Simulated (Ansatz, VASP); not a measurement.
# Cross-check of SiCO between VASP and Ansatz

One calculation is typed for both programs; each brings its own data sets. How far apart do they land? Of the first pair: The structure shown is frame 50 of Ansatz's trajectory.

Calculated with Ansatz 0.2.0; plane waves, with VASP 6.6.1 beside it; single point at LDA.

## Step 1: Starting point

The cell holds 42 atoms: 14 Si, 14 O and 14 C. Cell: a = 8.400 Å, b = 8.400 Å, c = 8.400 Å, α = 90.0°, β = 90.0°, γ = 90.0°. Kind glass; density_g_cm3 2.2; melt_temperature_k 3500; route random start, relaxed, short melt, two cooling runs, relaxed.

## Step 2: Ansatz: dynamics, LDA

Ansatz runs on its default PAW (the set named soft_2) files.

One frame of this run of dynamics is then solved in both programs, so the motion causes no difference.

input.yaml reads:

```yaml
crystal:
  lattice:
    - [8.400328157, 0.0, 0.0]
    - [0.0, 8.400328157, 0.0]
    - [0.0, 0.0, 8.400328157]
  atoms:
    - { symbol: Si, position: [0.49274016, 0.33143396, 0.27890934] }
    - { symbol: Si, position: [0.48393193, 0.92283871, 0.47993875] }
    - { symbol: Si, position: [0.64665033, 0.47533476, 0.67328894] }
    - { symbol: Si, position: [0.23464202, 0.06823007, 0.79851392] }
    - { symbol: Si, position: [0.85901644, -0.08453836, 0.28800208] }
    - { symbol: Si, position: [0.13325491, 0.09161892, 0.5244413] }
    - { symbol: Si, position: [0.70977453, 0.49499114, 0.06027586] }
    - { symbol: Si, position: [0.94938839, 0.53116461, 0.51169501] }
    - { symbol: Si, position: [0.41818723, 0.2816115, 0.90766299] }
    - { symbol: Si, position: [0.65224761, 0.8120028, 1.01360802] }
    - { symbol: Si, position: [0.61999066, 0.75126672, 0.65471204] }
    - { symbol: Si, position: [0.90018495, 0.80372527, 0.56688309] }
    - { symbol: Si, position: [0.28956619, 0.78981141, 0.85576312] }
    - { symbol: Si, position: [0.9491209, 0.75082067, 0.08286652] }
    - { symbol: O, position: [0.44967124, 0.47151051, 0.41536377] }
    - { symbol: O, position: [0.22102077, 0.90972315, 0.14943238] }
    - { symbol: O, position: [0.19414515, 0.65471133, 0.7443808] }
    - { symbol: O, position: [0.29722279, 0.97036209, 0.50535061] }
    - { symbol: O, position: [0.24704856, 0.16740715, 0.17481579] }
    - { symbol: O, position: [1.09697167, 0.07406758, 0.9693413] }
    - { symbol: O, position: [0.23469905, 0.64182219, 0.16264972] }
    - { symbol: O, position: [0.89139922, 0.56300705, 1.07728851] }
    - { symbol: O, position: [0.66743595, 0.39325987, 0.21515802] }
    - { symbol: O, position: [0.83550974, 0.83097706, 0.9404404] }
    - { symbol: O, position: [0.581448, 0.0890595, 0.53055844] }
    - { symbol: O, position: [0.83639209, 0.43239882, 0.63856541] }
    - { symbol: O, position: [0.51219178, 0.89899583, 0.28789887] }
    - { symbol: O, position: [-0.01630627, 0.31379143, 0.25757446] }
    - { symbol: C, position: [0.59350217, 0.44215523, 0.88290253] }
    - { symbol: C, position: [0.55619637, 0.60368927, 0.95672941] }
    - { symbol: C, position: [0.50709162, 0.75034783, 0.86520608] }
    - { symbol: C, position: [0.95512626, -0.015757, 0.46452709] }
    - { symbol: C, position: [0.65813834, 0.88623169, 0.21883597] }
    - { symbol: C, position: [0.03662881, 0.3771405, 0.36868179] }
    - { symbol: C, position: [0.52601683, 0.22374316, 0.46943261] }
    - { symbol: C, position: [0.17833303, 0.76888972, 0.06559839] }
    - { symbol: C, position: [0.19021209, 0.0503172, 0.08951638] }
    - { symbol: C, position: [0.51699885, 0.37171726, 0.53286525] }
    - { symbol: C, position: [0.18833371, 0.672196, 0.45368097] }
    - { symbol: C, position: [0.37442168, 0.26440991, 0.11271881] }
    - { symbol: C, position: [0.18020856, 0.61969639, 0.3101361] }
    - { symbol: C, position: [0.11454267, 0.66575506, 0.60116759] }
kpoints:
  mp_grid: { grid: [1, 1, 1] }
scf:
  occupations: { method: fermi_dirac, width: 0.1 }
  n_extra_bands: 27
hamiltonian:
  xc: lda
  pseudopotentials: { kind: paw }
output:
  forces: true
basis:
  ecutwfc: 320
md:
  timestep: 1.5
  n_steps: 150
  ensemble: nvt_langevin
  temperature: 3500
  seed: 2
```

The run is started by

```
$ ansatz run input.yaml --threads 8 --pin off --max-ram 40960MiB --backend cuda --events-out ev --progress --plain --runs-dir out
```

Numbers of over 12 decimals in the logs are rounded to 6 here.

What it wrote:

```text
Warning: md: disabling space-group detection — thermal motion breaks the input geometry's symmetry, so no spatial operation reduces the k-mesh or symmetrises the density; time reversal is kept, so that k and −k are solved as one point where they differ and the mesh holds both, and exact exchange and, on two spinor components, a DFT+U term hold to it where the run has them: on two components no moment then forms, and  [...]
Warning: basis.ecutwfc = 320 eV is below the records' recommended 420 eV, and the density's cutoff is lower with it unless basis.ecutrho_ratio is high enough to keep the records' density cutoff: compare with a run at a higher cutoff
scf.n_extra_bands = 27 over 98 filled bands (N_el = 196.0): the run solves 125 bands
Engine: ansatz 0.2.0, aarch64-unknown-linux-gnu
Pseudopotentials: kind: paw
Pseudopotential: Si, paw, valence charge 4, recommended cutoff 420 eV (normal), Si.paw.azcp
Pseudopotential: O, paw, valence charge 6, recommended cutoff 420 eV (normal), O.paw.azcp
Pseudopotential: C, paw, valence charge 4, recommended cutoff 420 eV (normal), C.paw.azcp
Functional definition: SPW92
  exchange = slater_x
  correlation = pw_c
[...]
Crystal: 42 atoms, lattice volume = 592.773 Å³
Basis set: ecut = 320 eV, 7809 PW (Γ)
Bands: 125, of which v1, the nominal top of the filled ones, is band 98 counted from 1 (97 counted from 0)
Symmetry: 1 space group operations
k-points: 1
Non-local potential: Si, projectors of the file, l = 0: 2, l = 1: 2, l = 2: 2
Non-local potential: O, projectors of the file, l = 0: 2, l = 1: 2, l = 2: 1
Non-local potential: C, projectors of the file, l = 0: 2, l = 1: 2, l = 2: 1
PAW form: soft (Blöchl's): semilocal exchange-correlation on the pseudo side does not see the compensation charge
PAW frozen core: Si, regenerated for the run's functional, and the local potential with it (the file was generated under x = pbe(κ = 0.804, μ = 0.219515), c = pbe(β = 0.066725))
PAW frozen core: O, regenerated for the run's functional, and the local potential with it (the file was generated under x = pbe(κ = 0.804, μ = 0.219515), c = pbe(β = 0.066725))
PAW frozen core: C, regenerated for the run's functional, and the local potential with it (the file was generated under x = pbe(κ = 0.804, μ = 0.219515), c = pbe(β = 0.066725))
PAW one-centre angular grid: Si, 110 points (default); XC on 64 Gauss nodes
PAW one-centre angular grid: O, 110 points (default); XC on 64 Gauss nodes
PAW one-centre angular grid: C, 110 points (default); XC on 64 Gauss nodes
Initial density: superposition of atomic densities (neutral atoms: chi_scale 0, normalization atom), corrected by the library's trained network
Initial wavefunctions: pseudopotential atomic-orbital guess
[...]
Functional: x = slater, c = lda
SCF iter   1: F=—  HF=-19669.978413 eV  |F-HF|=—  |Δ(HF+E_count)|=         —  Δρ=1.69e-2  dr2=1.34e0  ethr=1.77e-3  ⟨swp⟩=8.0  Hψ=617  notcnv=0  defer=3
preconditioner: auto → Resta (q_TF=auto, 2.269 Å⁻¹)  ε∞=4.5  [insulator: Δε(μ)=1.100 eV  Ē_g=11.002 eV  σ=0.100 eV  W_gap=0.99  n_scr=122 (ndim 8)  ℏωp=20.7 eV  f_vac=0.106  D(μ)=0.17/eV (n_scr^D=0)  ε∞_Penn≈4.5]
SCF iter   2: F=—  HF=-19669.642262 eV  |F-HF|=—  |Δ(HF+E_count)|=   3.36e-1  Δρ=6.28e-3  dr2=1.89e-1  ethr=6.81e-4  ⟨swp⟩=2.0  Hψ=244  notcnv=0  defer=9
[...]
SCF iter  12: F=-19669.594409 eV  HF=-19669.594409 eV  |F-HF|=4.45e-9  |Δ(HF+E_count)|=   4.68e-8  Δρ=1.55e-6  dr2=1.99e-8  ethr=2.14e-11  ⟨swp⟩=4.0  Hψ=407  notcnv=0
SCF 1 converged in 12 iterations: F = -19669.594409 eV  dr2 = 1.99e-8
  greatest PAW one-centre occupation: 0.887 electrons in one spin orbital (limit 2), on the O atom at site 27 (counted from 0), in its partial waves of l = 0
md step     0: t =     0.00 fs  T =     0.0 K  F+E_penalty+E_count = -19669.59440908 eV  E_kin = 0.000000 eV  (12 SCF iters)
[... from here on, the SCF cycles and remarks between the steps are left out ...]
md step     2: t =     3.00 fs  T =   250.5 K  F+E_penalty+E_count = -19669.56324664 eV  E_kin = 1.359743 eV  (9 SCF iters)
md step     5: t =     7.50 fs  T =   477.7 K  F+E_penalty+E_count = -19669.33415453 eV  E_kin = 2.593391 eV  (8 SCF iters)
md step     8: t =    12.00 fs  T =   733.5 K  F+E_penalty+E_count = -19668.84352758 eV  E_kin = 3.982273 eV  (9 SCF iters)
md step    11: t =    16.50 fs  T =   844.7 K  F+E_penalty+E_count = -19667.79123030 eV  E_kin = 4.585584 eV  (9 SCF iters)
md step    14: t =    21.00 fs  T =   929.2 K  F+E_penalty+E_count = -19666.91283832 eV  E_kin = 5.044392 eV  (11 SCF iters)
md step    17: t =    25.50 fs  T =   939.0 K  F+E_penalty+E_count = -19665.92650876 eV  E_kin = 5.097819 eV  (11 SCF iters)
md step    20: t =    30.00 fs  T =   932.4 K  F+E_penalty+E_count = -19665.24922633 eV  E_kin = 5.061770 eV  (13 SCF iters)
md step    23: t =    34.50 fs  T =  1108.8 K  F+E_penalty+E_count = -19664.94575057 eV  E_kin = 6.019410 eV  (10 SCF iters)
md step    24: t =    36.00 fs  T =  1094.5 K  F+E_penalty+E_count = -19664.68727277 eV  E_kin = 5.942212 eV  (10 SCF iters)
md step    25: t =    37.50 fs  T =  1176.3 K  F+E_penalty+E_count = -19664.57190098 eV  E_kin = 6.385785 eV  (10 SCF iters)
md step    26: t =    39.00 fs  T =  1237.9 K  F+E_penalty+E_count = -19664.61390655 eV  E_kin = 6.720372 eV  (8 SCF iters)
md step    27: t =    40.50 fs  T =  1230.3 K  F+E_penalty+E_count = -19664.50657863 eV  E_kin = 6.679461 eV  (9 SCF iters)
md step    28: t =    42.00 fs  T =  1187.2 K  F+E_penalty+E_count = -19664.16196631 eV  E_kin = 6.445329 eV  (9 SCF iters)
md step    29: t =    43.50 fs  T =  1144.5 K  F+E_penalty+E_count = -19663.71987984 eV  E_kin = 6.213161 eV  (8 SCF iters)
md step    30: t =    45.00 fs  T =  1046.3 K  F+E_penalty+E_count = -19663.32712250 eV  E_kin = 5.680427 eV  (10 SCF iters)
md step    31: t =    46.50 fs  T =  1058.7 K  F+E_penalty+E_count = -19663.08502264 eV  E_kin = 5.747522 eV  (8 SCF iters)
md step    32: t =    48.00 fs  T =  1255.9 K  F+E_penalty+E_count = -19662.97980069 eV  E_kin = 6.818147 eV  (8 SCF iters)
md step    33: t =    49.50 fs  T =  1343.6 K  F+E_penalty+E_count = -19662.89370536 eV  E_kin = 7.294311 eV  (8 SCF iters)
md step    34: t =    51.00 fs  T =  1296.9 K  F+E_penalty+E_count = -19662.70366557 eV  E_kin = 7.040624 eV  (9 SCF iters)
md step    35: t =    52.50 fs  T =  1293.7 K  F+E_penalty+E_count = -19662.35780906 eV  E_kin = 7.023437 eV  (9 SCF iters)
md step    36: t =    54.00 fs  T =  1365.2 K  F+E_penalty+E_count = -19661.90456012 eV  E_kin = 7.411715 eV  (8 SCF iters)
md step    37: t =    55.50 fs  T =  1297.1 K  F+E_penalty+E_count = -19661.29368246 eV  E_kin = 7.041784 eV  (8 SCF iters)
md step    38: t =    57.00 fs  T =  1330.6 K  F+E_penalty+E_count = -19660.78328224 eV  E_kin = 7.223788 eV  (8 SCF iters)
md step    39: t =    58.50 fs  T =  1476.7 K  F+E_penalty+E_count = -19660.68139376 eV  E_kin = 8.016645 eV  (9 SCF iters)
md step    40: t =    60.00 fs  T =  1529.6 K  F+E_penalty+E_count = -19660.79135359 eV  E_kin = 8.303901 eV  (11 SCF iters)
md step    41: t =    61.50 fs  T =  1597.7 K  F+E_penalty+E_count = -19660.82471414 eV  E_kin = 8.673551 eV  (9 SCF iters)
md step    42: t =    63.00 fs  T =  1520.2 K  F+E_penalty+E_count = -19660.99720580 eV  E_kin = 8.252916 eV  (9 SCF iters)
md step    43: t =    64.50 fs  T =  1717.8 K  F+E_penalty+E_count = -19661.39268674 eV  E_kin = 9.325534 eV  (9 SCF iters)
md step    44: t =    66.00 fs  T =  1832.5 K  F+E_penalty+E_count = -19661.81061288 eV  E_kin = 9.948620 eV  (7 SCF iters)
md step    45: t =    67.50 fs  T =  1898.3 K  F+E_penalty+E_count = -19662.15512425 eV  E_kin = 10.305641 eV  (9 SCF iters)
md step    46: t =    69.00 fs  T =  1987.9 K  F+E_penalty+E_count = -19662.38860444 eV  E_kin = 10.792345 eV  (8 SCF iters)
md step    47: t =    70.50 fs  T =  2043.7 K  F+E_penalty+E_count = -19662.47120323 eV  E_kin = 11.095050 eV  (8 SCF iters)
md step    48: t =    72.00 fs  T =  2054.4 K  F+E_penalty+E_count = -19662.39563791 eV  E_kin = 11.152966 eV  (8 SCF iters)
[...]
SCF iter
```

The column dr2 measures how far the density is from self-consistency, as an energy; F and HF (Harris–Foulkes) agree once it is small.

## Step 3: VASP: single point, LDA, pair 1

The same cell, functional (in two slightly different forms), mesh and smearing now go to VASP, with its own data sets.

Lines of VASP's logs that name or quote its potential files are left out, and so is its time.

INCAR reads:

```
SYSTEM = SiCO
PREC = Accurate
ENCUT = 520
EDIFF = 1E-06
NELM = 120
ISMEAR = -1
SIGMA = 0.1
LREAL = Auto
ALGO = Normal
GGA = CA
NBANDS = 128
LORBIT = 11
LWAVE = .FALSE.
LCHARG = .FALSE.
ISIF = 2
LASPH = .TRUE.
GGA_COMPAT = .FALSE.
EFERMI = MIDGAP
NCORE = 2
```

POSCAR reads:

```
SiCO
1.0
    8.4003281570      0.0000000000      0.0000000000
    0.0000000000      8.4003281570      0.0000000000
    0.0000000000      0.0000000000      8.4003281570
Si O C
14 14 14
Direct
    0.4845940449      0.3135321562      0.2930930737
    0.5118317903      0.9027554470      0.4520738868
    0.6368311928      0.4268185639      0.6770646210
    0.2123822982      0.0706650965      0.8047743938
    0.8366396965      0.8994491662      0.2596730698
    0.1346214075      0.0668094138      0.4863432623
    0.7129209583      0.4931557342      0.0531500665
    0.9452427157      0.5474382565      0.5331082210
    0.4016432379      0.2684705833      0.9381383504
    0.6442362606      0.8117650730      0.9926244361
    0.6269965770      0.7194251090      0.6340258262
    0.8987929827      0.8223708492      0.5963064664
    0.2900148607      0.7830819079      0.8244455301
    0.9443062047      0.7471993811      0.0640617831
    0.4181215227      0.4252643389      0.4505710883
    0.2516452882      0.8933056971      0.0796185563
    0.2311748974      0.6637340704      0.6841635104
    0.3101163373      0.9600899928      0.4689106100
    0.2506672312      0.1374370118      0.1832267706
    0.0790989150      0.0848339478      0.9342386218
    0.2427195655      0.6340647532      0.1555213053
    0.8975031521      0.5583452113      0.0266037039
    0.6244246537      0.4209677210      0.2213143303
    0.8151599404      0.8410085735      0.9423027115
    0.6383407767      0.0526932986      0.4999283268
    0.8262730777      0.3956782328      0.6284639006
    0.4872219184      0.9206097495      0.2615099028
    0.9346843374      0.2717639070      0.2720448484
    0.5698000019      0.4323677518      0.8919300365
    0.5751583640      0.6063526216      0.8993885547
    0.5082341928      0.7521354978      0.8295660443
    0.9297522494      0.9697663002      0.4647576770
    0.6362884759      0.9264202368      0.1889242861
    0.9954216074      0.3268494931      0.3752367695
    0.5552349757      0.1879463481      0.4644525698
    0.1762427577      0.7609627720      0.0163216243
    0.2124387246      0.0437506718      0.0456178607
    0.5157329475      0.3088409109      0.5429702167
    0.1502529397      0.6968467053      0.4243299706
    0.3511502104      0.2581894373      0.1429629864
    0.1653691349      0.6616664130      0.2838835526
    0.1103697359      0.6704710691      0.5944205877
```

KPOINTS reads:

```
Automatic mesh
0
Gamma
1 1 1
0 0 0
```

PAW data sets: Si, O and C (LDA family, release 64).

The run is started by

```
$ mpirun -np 8 vasp_gam
```

What it wrote:

```text
[banner, memory and clock lines left out]
running    8 mpi-ranks, on    1 nodes
[...]
LDA part: xc-table for (Slater(with rela. corr.)+CA(PZ))
 , standard interpolation
 POSCAR, INCAR and KPOINTS ok, starting setup
[...]
entering main loop
       N       E                     dE             d eps       ncg     rms          rms(c)
DAV:   1     0.146780747987E+04    0.14678E+04   -0.10748E+05   264   0.145E+03
DAV:   2    -0.184328735477E+03   -0.16521E+04   -0.15688E+04   320   0.321E+02
DAV:   3    -0.339021252349E+03   -0.15469E+03   -0.15225E+03   304   0.102E+02
DAV:   4    -0.343904431101E+03   -0.48832E+01   -0.48376E+01   312   0.189E+01
[...]
DAV:  16    -0.309999074276E+03   -0.14689E-04   -0.39209E-05   328   0.255E-02    0.116E-02
DAV:  17    -0.309999081135E+03   -0.68587E-05   -0.33522E-05   320   0.213E-02    0.941E-03
DAV:  18    -0.309999081588E+03   -0.45262E-06   -0.91781E-06   320   0.113E-02
   1 F= -.30999908E+03 E0= -.30996525E+03  d E =-.676696E-01
```

From OUTCAR (step 3):

```text
  Total       -6.7441515     -2.7569525      8.8105165      3.3916213      8.9378297     -4.5432100
  in kB      -18.2284250     -7.4516269     23.8134980      9.1670412     24.1576066    -12.2796118
  external PRESSURE =      -0.6221846 kB  Pullay stress =       0.0000000 kB

 POSITION                                       TOTAL-FORCE (eV/Angst)
 -----------------------------------------------------------------------------------
      4.07075      2.63377      2.46208        -0.738928      0.476960      1.293594
      4.29955      7.58344      3.79757        -2.975302      0.834100      1.079156
      5.34959      3.58542      5.68756         1.096362      1.095890      0.157322
      1.78408      0.59361      6.76037         3.724943      0.496246     -3.641846
      7.02805      7.55567      2.18134         0.870516      1.304432      3.697279
      1.13086      0.56122      4.08544         0.484084     -0.363574      0.662631
      5.98877      4.14267      0.44648        -2.510441      0.149629      0.150295
      7.94035      4.59866      4.47828        -2.351509     -3.592216     -1.231117
      3.37394      2.25524      7.88067         0.008325      0.132093     -0.651747
      5.41180      6.81909      8.33837        -5.115932     -0.263458      2.035985
      5.26698      6.04341      5.32603        -0.162964     -0.447213     -0.322282
      7.55016      6.90819      5.00917        -0.554458     -2.251734      0.835402
      2.43622      6.57815      6.92561         0.370659      0.912007     -0.418647
      7.93248      6.27672      0.53814         1.122526      0.200784     -0.445349
[...]
-----------------------------------------------------------------------------------
    total drift:                               -0.004114     -0.007539      0.013748

  FREE ENERGIE OF THE ION-ELECTRON SYSTEM (eV)
  ---------------------------------------------------
  free  energy   TOTEN  =      -309.9990815877 eV

  energy  without entropy=     -309.9314119409  energy(sigma->0) =     -309.96524676

[... 3 further parts left out ...]
[key lines of the parts left out:]
E-fermi :   4.0130
```

The run ends at a pressure of -0.06 GPa, with forces up to 7.4 eV/Å.

## Step 4: Comparison

Known differences besides the potentials themselves: the two LDA forms differ slightly; the cutoff is 320 eV in Ansatz and 520 eV in VASP (PREC = Accurate, projectors in real space); VASP's log shows a relativistic correction to its local exchange, Ansatz's none; Ansatz's log warns that its cutoff lies below the recommended one. Total energies have different zeros and are not compared.

Forces on 8 of the 42 atoms, those with the largest forces and the largest differences (eV/Å; atoms numbered as in POSCAR):

| atom | Ansatz x, y, z | VASP x, y, z |
| --- | --- | --- |
| Si10 | -5.044, -0.281, 2.035 | -5.116, -0.263, 2.036 |
| O20 | -2.292, -0.711, 5.779 | -2.493, -0.671, 5.716 |
| O24 | 5.547, 0.445, -1.952 | 5.572, 0.474, -2.022 |
| O28 | -2.619, -1.621, -4.209 | -3.292, -2.214, -5.338 |
| C34 | 2.910, 2.391, 4.672 | 3.572, 3.003, 5.803 |
| C35 | 1.098, -4.267, -3.633 | 1.035, -4.084, -3.559 |
| C38 | -1.751, 5.443, 3.218 | -1.616, 5.231, 3.251 |
| C41 | 1.535, -0.149, -0.679 | 1.456, -0.109, -0.418 |

The forces differ by 193 meV/Å r.m.s., which is 9.5 % of the r.m.s. force of 2.030 eV/Å (both taken over all components).

(Part 1 of 3 ends here.)

[Lines on the potential files, build, host, timing and source positions are cut from VASP's logs without a mark.]

[Logs are printed without paths, hosts, clocks, repeated set-up lines and the standing remarks that a program may print on its own settings, such as how far it seeks lower states.]

[Hosts, paths, dates, database ids (printed as entryN), source tags and the programs' standing remarks are cut or masked in the printed files.]
